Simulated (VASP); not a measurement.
Set up this calculation in VASP 6.6.1, as the native input.

* Task: relaxation of cell and atoms
* Functional: PBE
* Potentials or basis: VASP PAW PBE potentials, release 64 (Si, Ni)
* Cutoff: 600 eV
* k mesh: 12 × 12 × 12
* Occupations: gaussian, width 0.1 eV
* Spin: no spin polarisation
* Dipole correction: no
* Further INCAR settings: ALGO = Fast; EDIFF = 1e-07; IBRION = 2; EDIFFG = -0.005; NSW = 100; ISIF = 3

The structure of SiNi3 lies in POSCAR:

```
SiNi3
1.0
    3.5420000000      0.0000000000      0.0000000000
    0.0000000000      3.5420000000      0.0000000000
    0.0000000000      0.0000000000      3.5420000000
Si Ni
1 3
Direct
    0.0000000000      0.0000000000      0.0000000000
    0.0000000000      0.5000000000      0.5000000000
    0.5000000000      0.0000000000      0.5000000000
    0.5000000000      0.5000000000      0.0000000000
```

One way to write it, as run:

INCAR

```
PREC = Accurate
ENCUT = 600
EDIFF = 1E-7
ISMEAR = 0
SIGMA = 0.1
LREAL = False
LASPH = True
NELM = 100
ALGO = Fast
ISIF = 3
LWAVE = False
LCHARG = False
GGA = PE
IBRION = 2
NSW = 100
EDIFFG = -0.005
```

KPOINTS

```
Automatic mesh
0
Gamma
  12 12 12
```

Potentials or basis: VASP PAW PBE potentials, release 64 (Si, Ni).

The run is started by

```bash
$ cat potpaw_PBE.64/Si/POTCAR potpaw_PBE.64/Ni/POTCAR > POTCAR
$ mpirun -np 1 vasp_std > vasp.out
```

Results of the run:

```
Relaxed volume                         : 10.77 Å³/atom
Relaxed cell                           : a = 3.506 Å, b = 3.506 Å, c = 3.506 Å, α = 90.00°, β = 90.00°, γ = 90.00°
Space group after relaxing (to 0.05 Å) : Pm-3m (No. 221)
Energy gained by relaxing              : 6.5 meV/atom
Ionic steps                            : 4
Pressure after relaxing                : 0.0 GPa
Band gap on the k mesh                 : none (metal or under the smearing width)
```

Run time: 3.8 min on 1 thread of Intel(R) Xeon(R) Platinum 8259CL CPU @ 2.50GHz (Skylake/Cascade Lake) (shared host), peak memory 0.22 GiB.
